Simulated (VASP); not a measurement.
# A VASP study of TePt (r2SCAN): structure first, properties next, part 3 of 5

Aim: relax TePt with r2SCAN, compute its properties on that cell and hold them against experiment. The start is a cell from a database of measured crystal structures.

VASP 6.6.1; r2SCAN; plane waves and PAW (Te, Pt).

So far. Step 3 (Second relaxation): It ends with a largest force of 0.010 eV/Å and a pressure of 0.02 GPa. The volume moved by under 0.01 %: the run met its threshold at the first step. Step 4 (Density, ELF and potential (r2SCAN)): In this run the pressure is 0.04 GPa, small enough to go on. The relaxed cell has a = 3.987, c = 20.564 Å (conventional setting).

The database entry behind the starting cell differs from later determinations by our own check (c about 0.8 % long), so it need not match the best structure at ambient conditions.

**5. Bands along the symmetry lines (r2SCAN)**

The mesh alone shows little of the dispersion and can miss band extrema, so KPOINTS_OPT adds a path through the symmetry points after the self-consistent cycle.

Contents of INCAR:

```
SYSTEM = TePt
PREC = Accurate
ENCUT = 400
EDIFF = 1E-06
NELM = 100
ISMEAR = 0
SIGMA = 0.05
LREAL = .FALSE.
ALGO = Normal
METAGGA = R2SCAN
LASPH = .TRUE.
NBANDS = 30
LORBIT = 11
LWAVE = .FALSE.
LCHARG = .FALSE.
KPAR = 4
```

Contents of POSCAR:

```
TePt
1.0
    1.9936112994      1.1510120204      6.8547338683
   -1.9936112994      1.1510120204      6.8547338683
    0.0000000000     -2.3020240408      6.8547338683
Te Pt
2 2
Direct
    0.5954934321      0.5954934321      0.5954934321
    0.4045065679      0.4045065679      0.4045065679
    0.8692535297      0.8692535297      0.8692535297
    0.1307464703      0.1307464703      0.1307464703
```

Contents of KPOINTS:

```
Automatic mesh
0
Gamma
6 6 6
0 0 0
```

Contents of KPOINTS_OPT:

```
Line mode
16
Line-mode
Reciprocal
  0.00000000   0.00000000   0.00000000 GAMMA
  0.50000000   0.00000000   0.00000000 L

  0.50000000   0.00000000   0.00000000 L
  0.50000000   0.18546361  -0.18546361 B1

  0.81453639   0.50000000   0.18546361 B
  0.50000000   0.50000000   0.50000000 Z

  0.50000000   0.50000000   0.50000000 Z
  0.00000000   0.00000000   0.00000000 GAMMA

  0.00000000   0.00000000   0.00000000 GAMMA
  0.34273181   0.00000000  -0.34273181 X

  0.65726819   0.34273181   0.00000000 Q
  0.50000000   0.50000000   0.00000000 F

  0.50000000   0.50000000   0.00000000 F
  0.65726819   0.65726819   0.18546361 P1

  0.65726819   0.65726819   0.18546361 P1
  0.50000000   0.50000000   0.50000000 Z

  0.50000000   0.00000000   0.00000000 L
  0.81453639   0.34273181   0.34273181 P
```

PAW data sets: Te and Pt (PBE family, release 64).

Run with:

```sh
mpirun -np 4 vasp_std
```

The program printed:

```text
[... set-up lines as in an earlier step ...]
 entering main loop
       N       E                     dE             d eps       ncg     rms          rms(c)
DAV:   1    -0.471945611113E+01   -0.47195E+01   -0.12016E+04  1920   0.788E+02
DAV:   2    -0.158130759816E+03   -0.15341E+03   -0.14237E+03  2246   0.179E+02
DAV:   3    -0.163889480888E+03   -0.57587E+01   -0.56754E+01  2358   0.335E+01
DAV:   4    -0.163952143219E+03   -0.62662E-01   -0.62647E-01  2196   0.390E+00
DAV:   5    -0.163953652679E+03   -0.15095E-02   -0.15094E-02  2276   0.597E-01    0.153E+01
DAV:   6    -0.155523412620E+03    0.84302E+01   -0.39741E+00  2142   0.135E+01    0.937E+00
DAV:   7    -0.155400573280E+03    0.12284E+00   -0.39563E-01  2112   0.613E+00    0.425E+00
DAV:   8    -0.155396217535E+03    0.43557E-02   -0.76254E-02  2202   0.168E+00    0.111E+00
DAV:   9    -0.155391043511E+03    0.51740E-02   -0.22233E-02  2136   0.114E+00    0.241E-01
DAV:  10    -0.155391868015E+03   -0.82450E-03   -0.32268E-03  2244   0.240E-01    0.305E-01
DAV:  11    -0.155391892852E+03   -0.24837E-04   -0.43600E-05  2172   0.340E-02    0.211E-01
DAV:  12    -0.155391859436E+03    0.33416E-04   -0.14782E-04  2160   0.760E-02    0.148E-01
DAV:  13    -0.155391868083E+03   -0.86463E-05   -0.15619E-05  2142   0.193E-02    0.781E-02
DAV:  14    -0.155391867706E+03    0.37657E-06   -0.39375E-07  1436   0.349E-03
   1 F= -.15539187E+03 E0= -.15538856E+03  d E =-.660869E-02
 Start KPOINTS_OPT (optional k-point list driver)
k-point batch [1-32\144]
       N       E                     dE             ncg
DAV:   1     0.837075995090E+04   -0.13315E+05     1920
DAV:   2     0.340547374703E+04   -0.49653E+04     2200
DAV:   3     0.322277438683E+04   -0.18270E+03     2274
DAV:   4     0.322054111341E+04   -0.22333E+01     2290
DAV:   5     0.322049321605E+04   -0.47897E-01     2254
DAV:   6     0.322049142398E+04   -0.17921E-02     2344
DAV:   7     0.322049135362E+04   -0.70351E-04     2228
DAV:   8     0.322049135041E+04   -0.32180E-05     1676
DAV:   9     0.322049135023E+04   -0.17542E-06     1428
[...]
k-point batch [129-144\144]
       N       E                     dE             ncg
DAV:   1     0.121021408008E+05   -0.99958E+04      960
DAV:   2     0.968431451561E+04   -0.24178E+04     1086
DAV:   3     0.959949483088E+04   -0.84820E+02     1130
DAV:   4     0.959841434180E+04   -0.10805E+01     1166
DAV:   5     0.959838665845E+04   -0.27683E-01     1134
DAV:   6     0.959838556157E+04   -0.10969E-02     1182
DAV:   7     0.959838551484E+04   -0.46735E-04     1124
DAV:   8     0.959838551262E+04   -0.22163E-05      936
DAV:   9     0.959838551250E+04   -0.11869E-06      756
```

It took 3.6 min on 4 MPI ranks of Intel Xeon 6975P-C (Granite Rapids), shared host; peak memory 1.6 GiB.

Parts of OUTCAR (step 5):

```text
   k-points           NKPTS =     32   k-points in BZ     NKDIM =     32   number of bands    NBANDS=     30

   NELECT =      32.0000    total number of electrons

 E-fermi :   7.7032

 k-point     1 :       0.0000    0.0000    0.0000
  band No.  band energies     occupation
    ...
      9       4.6013      2.00000
     10       4.6013      2.00000
     11       5.6384      2.00000
     12       5.6384      2.00000
     13       5.9221      2.00000
     14       8.4105      0.00000
     15       8.5300      0.00000
     16       8.5300      0.00000
     17       9.1560      0.00000
     18      10.6113      0.00000
    ...

  Total        0.0320419      0.0320419      0.0766632      0.0000000      0.0000000      0.0000000
  in kB        0.5439594      0.5439594      1.3014738      0.0000000      0.0000000      0.0000000
  external PRESSURE =       0.7964642 kB  Pullay stress =       0.0000000 kB

 POSITION                                       TOTAL-FORCE (eV/Angst)
 -----------------------------------------------------------------------------------
      0.00000      0.00000     12.24585         0.000000     -0.000000     -0.002042
      0.00000      0.00000      8.31835         0.000000      0.000000      0.002042
      0.00000      0.00000     17.87550         0.000000     -0.000000      0.009091
      0.00000      0.00000      2.68870         0.000000      0.000000     -0.009091
 -----------------------------------------------------------------------------------
    total drift:                               -0.000000     -0.000000      0.000000

  FREE ENERGIE OF THE ION-ELECTRON SYSTEM (eV)
  ---------------------------------------------------
  free  energy   TOTEN  =      -155.3918677062 eV

  energy  without entropy=     -155.3852590145  energy(sigma->0) =     -155.38856336

[... 8 parts as in an earlier step ...]

[... 8 further parts left out ...]
```

Spin-orbit coupling is off here; with elements this heavy it splits and shifts levels by tenths of an eV or more.

This step gave:

* bands: 30
* Fermi energy: 7.703 eV
* pressure: 0.07965 GPa

The electronic bands at the labelled points (eV, zero at the Fermi level; # counts the bands kept, so #1 is VASP's band 3):

```
          point    #11    #12    #13    #14    #15   #16   #17   #18
              Γ  -1.78   0.71   0.83   0.83   1.45  2.91  2.91  5.06
0.47 of the way  -1.85  -1.53  -0.21   0.41   1.26  1.95  3.32  4.84
              L  -2.60  -2.03  -1.91  -1.10   0.32  1.59  2.19  4.09
0.47 of the way  -2.49  -1.93  -1.81  -1.50  -0.88  1.72  2.84  5.56
             B1  -2.48  -2.13  -1.29  -1.27  -0.46  1.27  3.55  3.60
      jump to B  -2.48  -2.13  -1.29  -1.27  -0.46  1.27  3.55  3.60
0.53 of the way  -1.78  -1.65  -0.72  -0.22   1.50  1.64  3.05  4.92
              Z  -1.71  -1.63   1.27   1.27   2.21  2.21  3.54  5.04
0.47 of the way  -1.77  -0.83   1.02   1.02   2.56  2.56  2.85  4.94
              Γ  -1.78   0.71   0.83   0.83   1.45  2.91  2.91  5.06
0.47 of the way  -1.81  -1.75  -0.46  -0.14   0.36  2.31  3.79  5.78
              X  -2.44  -2.15  -1.53  -0.87  -0.76  1.32  3.29  4.13
      jump to Q  -2.44  -2.15  -1.53  -0.87  -0.76  1.32  3.29  4.13
0.47 of the way  -2.50  -2.23  -1.83  -0.67  -0.33  1.45  3.88  4.09
              F  -2.57  -1.86  -1.62  -1.24  -1.22  2.54  3.84  5.01
0.47 of the way  -2.53  -1.86  -1.59  -1.38  -1.05  2.48  3.57  5.01
             P1  -2.42  -1.86  -1.52  -1.49  -0.79  2.32  2.99  4.95
0.53 of the way  -1.82  -1.48  -0.43   0.11   0.79  2.60  3.04  5.12
              Z  -1.71  -1.63   1.27   1.27   2.21  2.21  3.54  5.04
      jump to L  -2.60  -2.03  -1.91  -1.10   0.32  1.59  2.19  4.09
0.53 of the way  -2.50  -1.95  -1.86  -1.27  -0.07  1.87  2.41  4.46
              P  -2.42  -1.86  -1.52  -1.49  -0.79  2.32  2.99  4.95
```

Of the projections kept (Te, Pt), the largest for each band there; the rest of the weight can lie on other orbitals:

```
point      #11      #12      #13      #14      #15      #16      #17      #18
    Γ  Pt 0.96  Te 0.63  Te 0.64  Te 0.64  Te 0.50  Te 0.50  Te 0.50  Te 0.68
    L  Pt 0.98  Pt 0.82  Pt 0.97  Te 0.52  Te 0.63  Pt 0.65  Pt 0.78  Pt 0.68
   B1  Pt 0.93  Pt 0.89  Pt 0.78  Pt 0.78  Pt 0.64  Pt 0.75  Pt 0.67  Pt 0.67
    B  Pt 0.93  Pt 0.89  Pt 0.78  Pt 0.78  Pt 0.64  Pt 0.75  Pt 0.67  Pt 0.67
    Z  Pt 0.93  Pt 0.68  Te 0.64  Te 0.64  Te 0.51  Te 0.51  Te 0.61  Te 0.52
    Γ  Pt 0.96  Te 0.63  Te 0.64  Te 0.64  Te 0.50  Te 0.50  Te 0.50  Te 0.68
```

There is no gap at this level.

**6. Total and projected DOS (r2SCAN)**

Here the states are counted by energy and projected on the atoms. The mesh is finer than in the run before.

Changes to INCAR since step 5:

```diff
@@ -5,3 +5,3 @@
 NELM = 100
-ISMEAR = 0
+ISMEAR = -5
 SIGMA = 0.05
@@ -16 +16,2 @@
 KPAR = 4
+NEDOS = 2001
```

POSCAR is that of step 5.

Contents of KPOINTS:

```
Automatic mesh
0
Gamma
8 8 8
0 0 0
```

Run with:

```sh
mpirun -np 4 vasp_std
```

The program printed:

```text
[... set-up lines as in an earlier step ...]
 entering main loop
       N       E                     dE             d eps       ncg     rms          rms(c)
DAV:   1    -0.393207737460E+01   -0.39321E+01   -0.11931E+04  3900   0.785E+02
DAV:   2    -0.158222952255E+03   -0.15429E+03   -0.14329E+03  4468   0.180E+02
DAV:   3    -0.163891261565E+03   -0.56683E+01   -0.55959E+01  4804   0.335E+01
DAV:   4    -0.163952614173E+03   -0.61353E-01   -0.61365E-01  4444   0.388E+00
DAV:   5    -0.163954106379E+03   -0.14922E-02   -0.14926E-02  4620   0.593E-01    0.152E+01
DAV:   6    -0.155524309412E+03    0.84298E+01   -0.39727E+00  4344   0.136E+01    0.937E+00
DAV:   7    -0.155404842561E+03    0.11947E+00   -0.39488E-01  4290   0.610E+00    0.425E+00
DAV:   8    -0.155401074860E+03    0.37677E-02   -0.75372E-02  4512   0.166E+00    0.110E+00
DAV:   9    -0.155395531524E+03    0.55433E-02   -0.22487E-02  4374   0.115E+00    0.241E-01
DAV:  10    -0.155396379643E+03   -0.84812E-03   -0.33867E-03  4596   0.246E-01    0.310E-01
DAV:  11    -0.155396398606E+03   -0.18964E-04   -0.43328E-05  4448   0.341E-02    0.233E-01
DAV:  12    -0.155396356809E+03    0.41798E-04   -0.14780E-04  4470   0.778E-02    0.155E-01
DAV:  13    -0.155396367679E+03   -0.10871E-04   -0.18241E-05  4344   0.208E-02    0.858E-02
DAV:  14    -0.155396366740E+03    0.93884E-06   -0.43674E-07  2980   0.369E-03
   1 F= -.15539637E+03 E0= -.15539637E+03  d E =0.000000E+00
 -----------------------------------------------------------------------------
|                                                                             |
|           W    W    AA    RRRRR   N    N  II  N    N   GGGG   !!!           |
|           W    W   A  A   R    R  NN   N  II  NN   N  G    G  !!!           |
|           W    W  A    A  R    R  N N  N  II  N N  N  G       !!!           |
|           W WW W  AAAAAA  RRRRR   N  N N  II  N  N N  G  GGG   !            |
|           WW  WW  A    A  R   R   N   NN  II  N   NN  G    G                |
|           W    W  A    A  R    R  N    N  II  N    N   GGGG   !!!           |
|                                                                             |
|     Tetrahedron method does not include variations of the Fermi             |
|     occupations, so forces and stress will be inaccurate. We suggest        |
|     using a different smearing scheme ISMEAR = 1 or 2 for metals in         |
|     relaxations.                                                            |
|                                                                             |
 -----------------------------------------------------------------------------
```

Run time: 2.3 min. Hardware: 4 MPI ranks; peak memory 1.6 GiB.

Parts of OUTCAR (step 6):

```text
   k-points           NKPTS =     65   k-points in BZ     NKDIM =     65   number of bands    NBANDS=     30

   NELECT =      32.0000    total number of electrons

 E-fermi :   7.6907

 k-point     1 :       0.0000    0.0000    0.0000
  band No.  band energies     occupation
    ...
      9       4.5962      2.00000
     10       4.5962      2.00000
     11       5.6317      2.00000
     12       5.6317      2.00000
     13       5.9167      2.00000
     14       8.4172      0.31201
     15       8.5313      0.00000
     16       8.5313      0.00000
     17       9.1578      0.00000
     18      10.6100      0.00000
    ...

  Total       -0.0461232     -0.0461232      0.1774093      0.0000000     -0.0000000      0.0000000
  in kB       -0.7830110     -0.7830110      3.0117904      0.0000000     -0.0000000      0.0000000
  external PRESSURE =       0.4819228 kB  Pullay stress =       0.0000000 kB

 POSITION                                       TOTAL-FORCE (eV/Angst)
 -----------------------------------------------------------------------------------
      0.00000      0.00000     12.24585         0.000000     -0.000000     -0.006767
      0.00000      0.00000      8.31835         0.000000     -0.000000      0.006767
      0.00000      0.00000     17.87550         0.000000      0.000000      0.029363
      0.00000      0.00000      2.68870         0.000000     -0.000000     -0.029363
 -----------------------------------------------------------------------------------
    total drift:                                0.000000     -0.000000      0.000000

  FREE ENERGIE OF THE ION-ELECTRON SYSTEM (eV)
  ---------------------------------------------------
  free  energy   TOTEN  =      -155.3963667405 eV

  energy  without entropy=     -155.3963667405  energy(sigma->0) =     -155.39636674

[... 6 parts as in an earlier step ...]

[... 10 further parts left out ...]
```

With tetrahedra the forces and stress of a metal are not exact derivatives of the energy.

Numbers from this step:

| Item | Value |
| --- | --- |
| irreducible k-points | 65 |
| free energy (TOTEN) | -155.3964 eV |
| Fermi energy | 7.691 eV |
| pressure | 0.04819 GPa |
| DOS at the Fermi level | 2.029 states/eV/cell |

The density of states has structure finer than the step of the table below, so its rows give means over 0.5 eV, whole bins alone (the curve runs from -12.0 to 5.22 eV). Peaks (eV: height): total -5.14: 7.83, -2.58: 16.6, -2.06: 7.88, -1.74: 8.01; Pt d -2.71: 5.16, -2.58: 13.2, -2.06: 5.99, -1.74: 5.59; Te p -6.38: 0.980, -5.83: 1.03, -5.14: 1.20, -4.47: 0.928; Pt p -3.70: 0.290, -2.58: 0.262, -0.90: 0.293, 5.07: 0.330; Pt s -6.38: 1.46, -5.83: 0.435, 3.39: 0.410, 5.07: 0.661.

States under -12.0 eV and over 5.2 eV are left out. Density of states against energy, zero at the Fermi level; means over each step; values in states/eV/cell:

```
energy (eV)  total    Pt d     Te p    Pt p     Pt s     Te s     Te d
      -11.5   1.11  0.0850  0.00428  0.0292   0.0169    0.739   2.0e-4
      -11.0      0       0        0       0        0        0        0
      -10.5      0       0        0       0        0        0        0
      -10.0      0       0        0       0        0        0        0
       -9.5      0       0        0       0        0        0        0
       -9.0      0       0        0       0        0        0        0
       -8.5      0       0        0       0        0        0        0
       -8.0      0       0        0       0        0        0        0
       -7.5      0       0        0       0        0        0        0
       -7.0      0       0        0       0        0        0        0
       -6.5   2.94   0.473    0.554  0.0709    0.798   0.0655   0.0133
       -6.0   3.56    1.29    0.666  0.0654    0.398   0.0567   0.0133
       -5.5   3.44    1.98    0.564  0.0553    0.103   0.0291   0.0157
       -5.0   5.74    3.26    0.872   0.156    0.180   0.0417   0.0330
       -4.5   4.93    2.89    0.671   0.147    0.156   0.0572   0.0309
       -4.0   4.46    2.74    0.499   0.195    0.120   0.0357   0.0293
       -3.5   5.17    3.26    0.620   0.193   0.0640   0.0576   0.0337
       -3.0   3.33    2.36    0.279  0.0982   0.0377   0.0235   0.0207
       -2.5   6.47    4.93    0.391   0.128    0.128   0.0249   0.0417
       -2.0   6.07    4.55    0.361   0.137    0.151   0.0675   0.0452
       -1.5   3.87    2.15    0.549   0.218    0.127   0.0589   0.0231
       -1.0   2.52   0.909    0.591   0.272   0.0458   0.0290   0.0132
       -0.5   2.05   0.655    0.548   0.233   0.0274   0.0244   0.0121
        0.0   1.99   0.556    0.594   0.227   0.0208   0.0245   0.0134
        0.5   1.48   0.384    0.488   0.160   0.0136   0.0177  0.00996
        1.0   1.05   0.284    0.357  0.0955  0.00948   0.0146  0.00762
        1.5   1.52   0.702    0.347  0.0497   0.0188   0.0392   0.0176
        2.0   2.46    1.08    0.660  0.0510   0.0263   0.0371   0.0319
        2.5   1.27   0.416    0.283  0.0495    0.103   0.0221   0.0356
        3.0   1.51   0.325    0.278  0.0990    0.229   0.0353   0.0563
        3.5   1.69   0.349    0.351   0.112    0.264   0.0349   0.0587
        4.0  0.346  0.0647   0.0598  0.0222   0.0616  0.00416   0.0189
        4.5  0.869   0.139    0.109  0.0561    0.173   0.0315   0.0617
```

The finer mesh and the other smearing move the Fermi level by -0.01 eV from the 6×6×6 run, a small shift, which tests the Fermi level alone. Of the states within 0.3 eV of the Fermi level, the largest shares in the PAW spheres are Te p 30 %, Pt d 28 % and Pt p 11 %. The rest lies in smaller channels or between the spheres.

(Part 3 of 5 ends here.)

[Lines on the potential files, build, host, timing and source positions are cut from VASP's logs without a mark.]

[Logs are printed without paths, hosts, clocks, repeated set-up lines and the standing remarks that a program may print on its own settings, such as how far it seeks lower states.]

[Hosts, paths, dates, database ids (printed as entryN), source tags and the programs' standing remarks are cut or masked in the printed files.]

[A measured line is paired with the nearest computed mode of its activity, which favours agreement.]
